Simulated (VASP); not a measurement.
# Tl2ReAs2S6 in VASP: further runs

Runs on Tl2ReAs2S6. Level: PBE+D3(BJ). Tasks: single point.

Program: VASP 6.6.1. These are calculated values, not measurements. Logs are shortened: lines on timing, memory, paths and dates and some standing lists are left out, and cuts for length are marked.

**1. The structure**

The cell holds a amorphous, 11 atoms: a = 6.532 Å, b = 7.320 Å, c = 5.380 Å, α = 84.74°, β = 96.92°, γ = 94.81°.

The cell was built by a generator and needn't be a form met in nature.

**2. Single point, PBE+D3(BJ)**

Input file INCAR:

```
  PREC = Accurate
  ENCUT = 520
  EDIFF = 1E-7
  ISMEAR = 0
  SIGMA = 0.1
  LREAL = F
  LASPH = T
  NELM = 100
  ALGO = Normal
  ISIF = 2
  LWAVE = F
  LCHARG = F
  GGA = PE
  IVDW = 12
  NBANDS = 50
```

Input file KPOINTS:

```
Automatic mesh
0
Gamma
  2 2 3
```

Input file POSCAR:

```
Tl2ReAs2S6
1.0
    6.4434150000     -0.7739800000     -0.7460790000
    0.2824050000      7.3110520000      0.2278110000
    0.0038920000      0.3265530000      5.3700590000
Re Tl As S
1 2 2 6
Direct
    0.2277864119      0.1686610768      0.9871237560
    0.4951971503      0.8196041306      0.6651975999
    0.9214428709      0.1854803391      0.4192212253
    0.2438662846      0.5112200106      0.4088480167
    0.7920222170      0.5221098553      0.6361082393
    0.6352985946      0.7289527016      0.2069933489
    0.9594092516      0.8576902437      0.7823801979
    0.0514031693      0.8344365255      0.2823743661
    0.1827753717      0.5673240594      0.8893312355
    0.5177732787      0.2266367675      0.5941760456
    0.6296747709      0.3939608454      0.0664500165
```

Potentials or basis: VASP PAW PBE potentials, release 64 (Re, Tl_d, As, S).

Launch:

```
$ cat potpaw_PBE.64/Re/POTCAR potpaw_PBE.64/Tl_d/POTCAR potpaw_PBE.64/As/POTCAR potpaw_PBE.64/S/POTCAR > POTCAR
$ mpirun -np 1 vasp_std > vasp.out
```

OUTCAR:

```text
PREC = Accurate
   ENCUT = 520
   EDIFF = 1E-7
   ISMEAR = 0
   LREAL = F
   LASPH = T
   NELM = 100
   ISIF = 2
   GGA = PE
   IVDW = 12
 IVDW          = 12

 ion  position               nearest neighbor table
   1  0.228  0.169  0.987-   9 2.95   7 2.97  10 2.98  11 2.99   8 3.02   3 3.26   3 3.44
   2  0.495  0.820  0.665-   6 2.88   9 2.93  10 2.96   6 2.98   4 3.02   7 3.02   5 3.06   8 3.35
                             3 3.96
   3  0.921  0.185  0.419-  11 2.94  10 2.95   8 2.95   7 2.96   5 3.04   4 3.05   1 3.26   1 3.44
                             2 3.96
   4  0.244  0.511  0.409-   9 2.74   8 2.76   9 2.77   2 3.02   3 3.05
   5  0.792  0.522  0.636-  10 2.70  11 2.72   7 2.75   9 2.75   6 2.78   3 3.04   2 3.06
   6  0.635  0.729  0.207-  11 2.63   8 2.75   5 2.78   2 2.88   2 2.98
   7  0.959  0.858  0.782-   9 2.66   8 2.68   5 2.75   3 2.96   1 2.97   2 3.02
   8  0.051  0.834  0.282-   7 2.68   6 2.75   4 2.76   3 2.95   1 3.02   2 3.35
   9  0.183  0.567  0.889-   7 2.66   4 2.74   5 2.75   4 2.77   2 2.93   1 2.95
  10  0.518  0.227  0.594-   5 2.70   3 2.95   2 2.96   1 2.98
  11  0.630  0.394  0.066-   6 2.63   5 2.72   3 2.94   1 2.99

  LATTYP: Found a triclinic cell.
 ALAT       =    13.7356016553
 B/A-ratio  =     0.6317713440
 C/A-ratio  =     1.2706072185
 COS(alpha) =     0.0016036075
 COS(beta)  =     0.5262115926
 COS(gamma) =     0.8424110934

  Lattice vectors:

 A1 = (  -6.1687940000,   7.4319260000,  -9.7662280000)
 A2 = (   0.2785130000,   6.9844990000,  -5.1422480000)
 A3 = ( -13.1770190000,  -6.4161980000,  -9.4757710000)

Analysis of symmetry for initial positions (statically):
=====================================================================
 Subroutine PRICEL returns:
 Original cell was already a primitive cell.

 Routine SETGRP: Setting up the symmetry group for a
 triclinic supercell.

 Subroutine GETGRP returns: Found  1 space group operations
 (whereof  1 operations were pure point group operations)
 out of a pool of  2 trial point group operations.

The static configuration has the point symmetry C_1 .

Analysis of symmetry for dynamics (positions and initial velocities):
=====================================================================
 Subroutine PRICEL returns:
 Original cell was already a primitive cell.

 Routine SETGRP: Setting up the symmetry group for a
 triclinic supercell.

 Subroutine GETGRP returns: Found  1 space group operations
 (whereof  1 operations were pure point group operations)
 out of a pool of  2 trial point group operations.

The dynamic configuration has the point symmetry C_1 .

 Subroutine INISYM returns: Found  1 space group operations
 (whereof  1 operations are pure point group operations),
 and found     1 'primitive' translations

----------------------------------------------------------------------------------------

                                     Primitive cell

  volume of cell :     253.6197

  direct lattice vectors                    reciprocal lattice vectors
     6.443415000 -0.773980000 -0.746079000     0.154508476 -0.005976054  0.000251422
     0.282405000  7.311052000  0.227811000     0.015427368  0.136442189 -0.008308223
     0.003892000  0.326553000  5.370059000     0.020811877 -0.006618482  0.186605079

  length of vectors
     6.532478532  7.320049985  5.379980081     0.154624208  0.137562717  0.187878669

  position of ions in fractional coordinates (direct lattice)
     0.227786412  0.168661077  0.987123756
     0.495197150  0.819604131  0.665197600
     0.921442871  0.185480339  0.419221225
     0.243866285  0.511220011  0.408848017
     0.792022217  0.522109855  0.636108239
     0.635298595  0.728952702  0.206993349
     0.959409252  0.857690244  0.782380198
     0.051403169  0.834436526  0.282374366
     0.182775372  0.567324059  0.889331236
     0.517773279  0.226636767  0.594176046
     0.629674771  0.393960845  0.066450016

  ion indices of the primitive-cell ions
   primitive index   ion index
                 1           1
                 2           2
                 3           3
                 4           4
                 5           5
                 6           6
                 7           7
                 8           8
                 9           9
                10          10
                11          11

----------------------------------------------------------------------------------------

 KPOINTS: Automatic mesh

Automatic generation of k-mesh.
 Grid dimensions read from file:
 generate k-points for:    2    2    3

 Generating k-lattice:

  Cartesian coordinates                     Fractional coordinates (reciprocal lattice)
     0.077254238 -0.002988027  0.000125711     0.500000000  0.000000000  0.000000000
     0.007713684  0.068221095 -0.004154112     0.000000000  0.500000000  0.000000000
     0.006937292 -0.002206161  0.062201693     0.000000000  0.000000000  0.333333333

  Length of vectors
     0.077312104  0.068781359  0.062626223

  Shift w.r.t. Gamma in fractional coordinates (k-lattice)
     0.000000000  0.000000000  0.000000000

 Subroutine IBZKPT returns following result:
 ===========================================

 Found      8 irreducible k-points:

 Following reciprocal coordinates:
            Coordinates               Weight
  0.000000  0.000000  0.000000      1.000000
  0.500000  0.000000 -0.000000      1.000000
 -0.000000  0.500000  0.000000      1.000000
  0.500000  0.500000  0.000000      1.000000
 -0.000000  0.000000  0.333333      2.000000
  0.500000  0.000000  0.333333      2.000000
 -0.000000  0.500000  0.333333      2.000000
  0.500000  0.500000  0.333333      2.000000
   k-points           NKPTS =      8   k-points in BZ     NKDIM =      8   number of bands    NBANDS=     50
   number of dos      NEDOS =    301   number of ions     NIONS =     11
   total plane-waves  NPLWV = 108000
   dimension x,y,z NGX =    50 NGY =   54 NGZ =   40
   dimension x,y,z NGXF=   100 NGYF=  108 NGZF=   80
   ions per type =               1   2   2   6
   NGX,Y,Z   is equivalent  to a cutoff of  12.72, 12.26, 12.36 a.u.
   NGXF,Y,Z  is equivalent  to a cutoff of  25.45, 24.53, 24.72 a.u.
 SYSTEM =  unknown system
   PREC   = accura    normal or accurate (medium, high low for compatibility)
   ISTART =      0    job   : 0-new  1-cont  2-samecut
   ICHARG =      2    charge: 1-file 2-atom 10-const
   ISPIN  =      1    spin polarized calculation?
   LNONCOLLINEAR =      F non collinear calculations
   LSORBIT =      F    spin-orbit coupling
   LASPH  =      T    aspherical Exc in radial PAW
   ENCUT  =  520.0 eV  38.22 Ry    6.18 a.u.  12.15 13.61 10.00*2*pi/ulx,y,z
   NELM   =    100;   NELMIN=  2; NELMDL= -5     # of ELM steps
   EDIFF  = 0.1E-06   stopping-criterion for ELM
   LREAL  =      F    real-space projection
   EDIFFG = 0.1E-05   stopping-criterion for IOM
   NSW    =      0    number of steps for IOM
   IBRION =     -1    ionic relax: 0-MD 1-quasi-New 2-CG
   NFREE  =      0    steps in history (QN), initial steepest desc. (CG)
   ISIF   =      2    stress and relaxation
   ISYM   =      2    0-nonsym 1-usesym 2-fastsym
   POTIM  = 0.5000    time-step for ionic-motion
   TEBEG  =    0.0;   TEEND  =   0.0 temperature during run
   PSTRESS=    0.0 pullay stress
   NELECT =      79.0000    total number of electrons
   NUPDOWN=      -1.0000    fix difference up-down
   EMIN   =  10.00;   EMAX   =-10.00  energy-range for DOS
   EFERMI =   0.00;   METHOD = LEGACY
   ISMEAR =     0;   SIGMA  =   0.10  broadening in eV -4-tet -1-fermi 0-gaus
   EFERMI_NEDOS =   21; number of points for ismear=-14 and -15
   IALGO  =     38    algorithm
   IMIX   =      4    mixing-type and parameters
     AMIX     =   0.40;   BMIX     =  1.00
     AMIX_MAG =   1.60;   BMIX_MAG =  1.00
  volume/ion in A,a.u.               =      23.06       155.59
  Fermi-wavevector in a.u.,A,eV,Ry     =   1.109744  2.097112 16.756013  1.231532
  Thomas-Fermi vector in A             =   2.246287
   LORBIT       =      0    0 simple, 1 ext, 2 COOP (PROOUT), +10 PAW based schemes
   GGA     = PE    functional components
   LHFCALC =     F    Hartree Fock is set to
   AEXX    =    0.0000 exact exchange contribution
   IVDW    =    12    specifies the selected vdW correction
   LEPSILON=     F    determine dielectric tensor
   LRPA    =     F    only Hartree local field effects (RPA)
 non-spin polarized calculation
 Gauss-broadening in eV      SIGMA  =   0.10
  energy-cutoff  :      520.00
  volume of cell :      253.62
 maximum number of plane-waves:      6844
 NGX is ok and might be reduce to    50
   NGX = 25   NGY = 27   NGZ = 19

 number of electron      78.9999994 magnetization

 Free energy of the ion-electron system (eV)
  ---------------------------------------------------
  ext. energy  EPLUGINS =         0.00000000
  ---------------------------------------------------
  free energy    TOTEN  =       -41.18769036 eV

  energy without entropy =      -41.12299219  energy(sigma->0) =      -41.15534128

 E-fermi :   4.6816     XC(G=0):  -9.8499

 val. band max:        4.6804084594   @ k =   0.0000   0.0000   0.0000
 cond. band min:       4.6960495914   @ k =   0.5000   0.0000   0.3333
 fundamental gap:      0.0156411320
 Fermi energy:         4.6816449147

 k-point     1 :       0.0000    0.0000    0.0000
  band No.  band energies     occupation
      1      -9.9759      2.00000
      2      -8.7844      2.00000
      3      -8.1767      2.00000
      4      -7.7910      2.00000
      5      -7.3370      2.00000
      6      -6.9098      2.00000
[... 42 lines left out ...]
     49       7.2266      0.00000
     50       7.7311      0.00000
[... 369 lines left out ...]
     49       6.8708      0.00000
     50       7.4339      0.00000

------------------------ aborting loop because EDIFF is reached ----------------------------------------

 Edisp (eV)   -3.83949

 E8    (eV) :    -1.6372

  FORCE on cell =-STRESS in cart. coord.  units (eV):
  Direction    XX          YY          ZZ          XY          YZ          ZX
  --------------------------------------------------------------------------------------
  -------------------------------------------------------------------------------------
  Total     -11.84701   -13.62414   -11.90445    -5.50603     3.04248     1.62580
  in kB     -74.84047   -86.06702   -75.20330   -34.78293    19.22010    10.27058
  external pressure =      -78.70 kB  Pullay stress =        0.00 kB

 VOLUME and BASIS-vectors are now :
 -----------------------------------------------------------------------------
  energy-cutoff  :      520.00
  volume of cell :      253.62
      direct lattice vectors                 reciprocal lattice vectors
     6.443415000 -0.773980000 -0.746079000     0.154508476 -0.005976054  0.000251422
     0.282405000  7.311052000  0.227811000     0.015427368  0.136442189 -0.008308223
     0.003892000  0.326553000  5.370059000     0.020811877 -0.006618482  0.186605079

 POSITION                                       TOTAL-FORCE (eV/Angst)
 -----------------------------------------------------------------------------------
      1.51920      1.37914      5.16939         0.732349      0.600537     -0.643162
      3.42481      5.82612      3.38941        -0.054417      0.991022      0.377491
      5.99125      0.77978      1.60603         0.647666     -0.077059     -0.232623
      1.71729      3.68232      2.13006        -0.032552      0.086036     -0.548825
      5.25325      3.41189      2.94397        -0.147332     -0.408756      0.593329
      4.30016      4.90530      0.80365        -0.152500     -1.332168      0.542926
      6.42713      5.78354      3.68102         1.493640      1.233584      0.454041
      0.56796      6.15303      1.66811         0.566146      0.668554     -0.599342
      1.34137      4.29668      4.76864        -0.836144     -2.512867      0.040680
      3.40254      1.45024      2.85609        -1.264006      0.629018      0.615681
      4.16877      2.41461     -0.02320        -0.952851      0.122099     -0.600197
 -----------------------------------------------------------------------------------
    total drift:                                0.000075     -0.000339      0.000051

  FREE ENERGIE OF THE ION-ELECTRON SYSTEM (eV)
  ---------------------------------------------------
  free  energy   TOTEN  =       -45.0271847717 eV

  energy  without entropy=      -44.9624866029  energy(sigma->0) =      -44.99483569
```

Wall time 2.1 min (1 thread of Intel Xeon Platinum 8488C (Sapphire Rapids), shared host); peak memory 0.37 GiB.

Results:

* Free energy: -45.0272 eV
* Pressure: -7.9 GPa
* Largest force: 2.649 eV/Å
* Band gap on the k mesh: none (metal or under the smearing width)
* Dispersion energy per atom: -0.349 eV

Forces in eV/Å, atoms in the order of the input:
```
Re   0.732  0.601 -0.643
Tl  -0.054  0.991  0.377
Tl   0.648 -0.077 -0.233
As  -0.033  0.086 -0.549
As  -0.147 -0.409  0.593
S   -0.152 -1.332  0.543
S    1.494  1.234  0.454
S    0.566  0.669 -0.599
S   -0.836 -2.513  0.041
S   -1.264  0.629  0.616
S   -0.953  0.122 -0.600
```

Stress tensor (GPa, compression positive):
```
-7.48 -3.48  1.03
-3.48 -8.61  1.92
 1.03  1.92 -7.52
```

Caveat: the k mesh is coarse (spacing up to 0.49 Å⁻¹), so the values aren't converged.

**3. Single point, PBE+D3(BJ)**

This run uses another cell than the first one, of 19.23 Å³/atom, 0.834 times its volume.

Input file INCAR:

```
SYSTEM = Tl2ReAs2S6
ALGO = Fast ; EDIFF = 1E-6
ENCUT = 520 ; GGA = PE
ISIF = 2 ; ISMEAR = 0
IVDW = 12 ; LASPH = .True.
LCHARG = .False. ; LREAL = .False.
LWAVE = .False. ; NBANDS = 50
NELM = 100 ; PREC = Accurate
SIGMA = 0.1
```

Input file KPOINTS:

```
k-points
0
Gamma
  2 2 3
  0 0 0
```

Input file POSCAR:

```
Tl2ReAs2S6
1.0
    6.0656430000     -0.7286020000     -0.7023370000
    0.2658480000      6.8824110000      0.2144550000
    0.0036640000      0.3074080000      5.0552170000
Re Tl As S
1 2 2 6
Direct
    0.2311330623      0.1701437504      0.9858032056
    0.4921728306      0.8193460016      0.6647978400
    0.9231654557      0.1858017702      0.4197289924
    0.2423002688      0.5137773479      0.4054012563
    0.7882770769      0.5160584059      0.6489005026
    0.6265017352      0.7192327140      0.2214948038
    0.9751924463      0.8611950075      0.7867888088
    0.0590029450      0.8367670602      0.2842113546
    0.1800614861      0.5507749145      0.8875267688
    0.5139575389      0.2322599571      0.5988556153
    0.6236304531      0.3957074081      0.0666715809
```

Potentials or basis: VASP PAW PBE potentials, release 64 (Re, Tl_d, As, S).

Launch:

```
$ cat potpaw_PBE.64/Re/POTCAR potpaw_PBE.64/Tl_d/POTCAR potpaw_PBE.64/As/POTCAR potpaw_PBE.64/S/POTCAR > POTCAR
$ mpirun -np 1 vasp_std > vasp.out
```

Run time: 1.8 min. Hardware: 1 thread of Intel Xeon Platinum 8488C (Sapphire Rapids), shared host; peak memory 0.37 GiB.

The run converged. Its results:

```yaml
Free_energy: -46.6248 eV
Pressure: 3.7 GPa
Largest_force: 3.076 eV/Å
Band_gap_on_the_k_mesh: none (metal or under the smearing width)
Dispersion_energy_per_atom: -0.397 eV
```

Forces in eV/Å, atoms in the order of the input:
```
Re   0.809  0.373 -0.945
Tl   0.011  1.839  1.072
Tl   0.615 -0.160 -0.422
As   0.053 -0.075 -1.005
As  -0.001 -0.509  0.558
S   -0.573 -1.033 -0.322
S    1.462  1.907  0.766
S    0.947  0.720 -0.662
S   -0.713 -2.928  0.618
S   -1.788  0.021  0.520
S   -0.821 -0.156 -0.176
```

Stress tensor (GPa, compression positive):
```
 3.36 -4.27  1.95
-4.27  2.95  2.23
 1.95  2.23  4.88
```

Levels at points of the mesh, in eV from the Fermi level:
| k point | band 35 | band 36 | band 37 | band 38 | band 39 | band 40 | band 41 | band 42 | band 43 | band 44 |
| --- | --- | --- | --- | --- | --- | --- | --- | --- | --- | --- |
| (0.00, 0.00, 0.00) | -1.15 | -0.82 | -0.49 | -0.42 | -0.03 | 0.23 | 0.36 | 0.69 | 0.96 | 1.35 |
| (0.50, 0.00, 0.00) | -1.34 | -0.92 | -0.65 | -0.44 | -0.27 | 0.22 | 0.44 | 0.72 | 0.96 | 1.45 |
| (0.00, 0.50, 0.00) | -1.29 | -1.09 | -0.68 | -0.48 | -0.17 | 0.28 | 0.40 | 0.51 | 1.03 | 1.10 |
| (0.50, 0.50, 0.00) | -1.29 | -1.20 | -0.96 | -0.31 | -0.22 | 0.19 | 0.36 | 0.68 | 0.72 | 0.95 |

Caveat: the k mesh is coarse (spacing up to 0.52 Å⁻¹), so the values aren't converged.

**4. Single point, PBE+D3(BJ)**

This run uses another cell than the first one, of 17.46 Å³/atom, 0.757 times its volume.

Input file INCAR:

```
PREC = Accurate
ENCUT = 520
EDIFF = 1E-6
ISMEAR = 0
SIGMA = 0.1
LREAL = False
LASPH = True
NELM = 100
ALGO = Normal
ISIF = 2
LWAVE = False
LCHARG = False
GGA = PE
IVDW = 12
NBANDS = 50
```

Input file KPOINTS:

```
regular mesh
0
Gamma
  2 2 3
```

Input file POSCAR:

```
Tl2ReAs2S6
1.0
    5.8730180000     -0.7054640000     -0.6800330000
    0.2574050000      6.6638480000      0.2076440000
    0.0035470000      0.2976450000      4.8946790000
Re Tl As S
1 2 2 6
Direct
    0.2351553426      0.1723085620      0.9843120568
    0.4882103616      0.8192508420      0.6663365739
    0.9243846207      0.1865869609      0.4215018766
    0.2413075765      0.5177557281      0.4018456052
    0.7837669218      0.5084434132      0.6650362868
    0.6165492475      0.7050235156      0.2347318244
    0.9991191541      0.8717769243      0.7954566067
    0.0690578447      0.8438162909      0.2834797182
    0.1744773883      0.5210433170      0.8883571044
    0.5024299816      0.2349314859      0.6098491554
    0.6139660719      0.3961846816      0.0657711809
```

Launch:

```
$ cat potpaw_PBE.64/Re/POTCAR potpaw_PBE.64/Tl_d/POTCAR potpaw_PBE.64/As/POTCAR potpaw_PBE.64/S/POTCAR > POTCAR
$ mpirun -np 1 vasp_std > vasp.out
```

It took 94 s on 1 thread of Intel Xeon Platinum 8488C (Sapphire Rapids), shared host; peak memory 0.32 GiB.

The run converged. Its results:

```yaml
Free_energy: -47.0574 eV
Pressure: 14.2 GPa
Largest_force: 3.160 eV/Å
Band_gap_on_the_k_mesh: none (metal or under the smearing width)
Dispersion_energy_per_atom: -0.438 eV
```

Forces in eV/Å, atoms in the order of the input:
```
Re   0.874 -0.207 -0.983
Tl   0.354  2.445  1.970
Tl   0.381 -0.111 -0.627
As  -0.084 -0.370 -1.375
As   0.349 -0.148  0.430
S   -0.395 -0.778 -1.432
S    1.008  1.869  1.151
S    0.906  0.603 -1.055
S   -0.609 -2.110  0.989
S   -2.229 -0.662  0.351
S   -0.556 -0.532  0.581
```

Stress tensor (GPa, compression positive):
```
12.78 -4.68  2.69
-4.68 14.10  2.20
 2.69  2.20 15.77
```

Levels at points of the mesh, in eV from the Fermi level:
| k point | band 35 | band 36 | band 37 | band 38 | band 39 | band 40 | band 41 | band 42 | band 43 | band 44 |
| --- | --- | --- | --- | --- | --- | --- | --- | --- | --- | --- |
| (0.00, 0.00, 0.00) | -1.39 | -1.11 | -0.66 | -0.38 | -0.05 | 0.37 | 0.60 | 0.62 | 0.96 | 1.70 |
| (0.50, 0.00, 0.00) | -1.79 | -1.01 | -0.92 | -0.61 | -0.30 | 0.39 | 0.54 | 0.90 | 1.10 | 1.55 |
| (0.00, 0.50, 0.00) | -1.61 | -1.29 | -0.89 | -0.60 | -0.36 | 0.28 | 0.44 | 0.77 | 1.06 | 1.41 |
| (0.50, 0.50, 0.00) | -1.69 | -1.52 | -0.88 | -0.47 | -0.26 | 0.26 | 0.39 | 0.89 | 0.96 | 1.15 |

Caveat: the k mesh is coarse (spacing up to 0.53 Å⁻¹), so the values aren't converged. Spin-orbit coupling is left out, which matters for the levels of Re, Tl.

**5. Overview**

```csv
cell,gap on the mesh (eV),pressure (GPa),largest force (eV/Å)
"P1, 23.06 Å³/atom",none,-7.9,2.65
"P1, 19.23 Å³/atom",none,3.7,3.08
"P1, 17.46 Å³/atom",none,14.2,3.16
```

Alike in all rows: task single point; level PBE+D3(BJ); potentials or basis VASP PAW PBE potentials, release 64 (Re, Tl_d, As, S); no spin polarisation; k mesh 2 × 2 × 3; cutoff (eV) 520; smearing gaussian 0.1 eV; the mesh is coarse, so values aren't converged.

Caveats: all runs use coarse meshes.

Total energies depend on the potentials used, so only differences within one code and one set of settings carry meaning.
